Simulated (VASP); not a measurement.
Computed with PBEsol GGA, VASP's PBE PAW potentials (set 64) (plane waves; VASP).

The input files of a VASP run:

INCAR:
```
LMAXMIX  =  4   # l cut-off of mixed one-centre charges
SYSTEM  =  Br
GGA  =  PS   # PBEsol
LCHARG  =  .False.
EDIFF  =  1E-7
SIGMA  =  0.05
ALGO  =  Normal
LASPH  =  .True.
LORBIT  =  11   # lm-projected
LWAVE  =  .False.
ICHARG  =  11
PREC  =  Accurate
LREAL  =  .False.
ENCUT  =  400   # plane-wave cut-off (eV)
NELM  =  100   # most electronic steps
ISMEAR  =  0   # Gaussian
```

### KPOINTS
```
k-points along high-symmetry lines
15
Line-mode
Reciprocal
  0.000000   0.000000   0.000000 ! GAMMA
  0.500000  -0.500000   0.500000 ! H

  0.500000  -0.500000   0.500000 ! H
  0.000000   0.000000   0.500000 ! N

  0.000000   0.000000   0.500000 ! N
  0.000000   0.000000   0.000000 ! GAMMA

  0.000000   0.000000   0.000000 ! GAMMA
  0.250000   0.250000   0.250000 ! P

  0.250000   0.250000   0.250000 ! P
  0.500000  -0.500000   0.500000 ! H

  0.250000   0.250000   0.250000 ! P
  0.000000   0.000000   0.500000 ! N
```

File POSCAR:
```
Br
1.0
 -1.8209839159   1.8209839159   1.8209839159
  1.8209839159  -1.8209839159   1.8209839159
  1.8209839159   1.8209839159  -1.8209839159
Br
1
Cartesian
  1.8209839159  -1.8209839159   1.8209839159
```

POTCAR, in this order: Br (PBE.64 set). Program: vasp_std. Read from the step before: CHGCAR.

Output of the run:

**OSZICAR**
```
       N       E                     dE             d eps       ncg     rms          rms(c)
DAV:   1     0.182211146439E+02    0.18221E+02   -0.26654E+03  1260   0.630E+02
DAV:   2    -0.787471747135E+00   -0.19009E+02   -0.17763E+02  1715   0.994E+01
DAV:   3    -0.124461906656E+01   -0.45715E+00   -0.45397E+00  1561   0.178E+01
DAV:   4    -0.124539040507E+01   -0.77134E-03   -0.77132E-03  2114   0.811E-01
DAV:   5    -0.124539080024E+01   -0.39516E-06   -0.39476E-06  1589   0.119E-02
DAV:   6    -0.124539080132E+01   -0.10839E-08   -0.13085E-08  2107   0.495E-04
   1 F= -.12453908E+01 E0= -.12446745E+01  d E =-.143257E-02
```

### OUTCAR
```
 val. band max:        3.0219598817   @ k =   0.0357  -0.0357   0.5000

 cond. band min:       3.0266981861   @ k =   0.0000   0.0000   0.1429



 k-point     1 :       0.0000    0.0000    0.0000
  band No.  band energies     occupation
      1     -13.4637      2.00000
      2       3.4426      0.00000
      3       3.4426      0.00000
      4       3.4426      0.00000
      5      10.7103      0.00000
      6      15.2080      0.00000
      7      15.2080      0.00000

 k-point     2 :       0.0357   -0.0357    0.0357
  band No.  band energies     occupation
      1     -13.4290      2.00000
      2       3.2617      0.00000
      3       3.3835      0.00000
      4       3.3835      0.00000
      5      10.9248      0.00000
      6      15.1433      0.00000
      7      15.1519      0.00000

 k-point     3 :       0.0714   -0.0714    0.0714
  band No.  band energies     occupation
      1     -13.3260      2.00000
      2       2.7872      2.00000
      3       3.2104      0.00000
      4       3.2104      0.00000
      5      11.4897      0.00000
      6      15.0108      0.00000
      7      15.0108      0.00000

 k-point     4 :       0.1071   -0.1071    0.1071
  band No.  band energies     occupation
      1     -13.1583      2.00000
      2       2.1543      2.00000
      3       2.9364      1.98540
      4       2.9364      1.98540
      5      12.2422      0.00000
      6      14.9218      0.00000
      7      14.9359      0.00000

 k-point     5 :       0.1429   -0.1429    0.1429
  band No.  band energies     occupation
      1     -12.9319      2.00000
      2       1.4759      2.00000
      3       2.5818      2.00000
      4       2.5818      2.00000
      5      13.0289      0.00000
      6      13.8383      0.00000
      7      14.9538      0.00000

 k-point     6 :       0.1786   -0.1786    0.1786
  band No.  band energies     occupation
      1     -12.6557      2.00000
      2       0.8263      2.00000
...
```

The density is held fixed in this step, so its total energy and stress have no physical meaning.

The structure was generated: Br was put into the bcc type (Im-3m), which need not be its known phase. It was relaxed first, which changed the volume by -9 %.
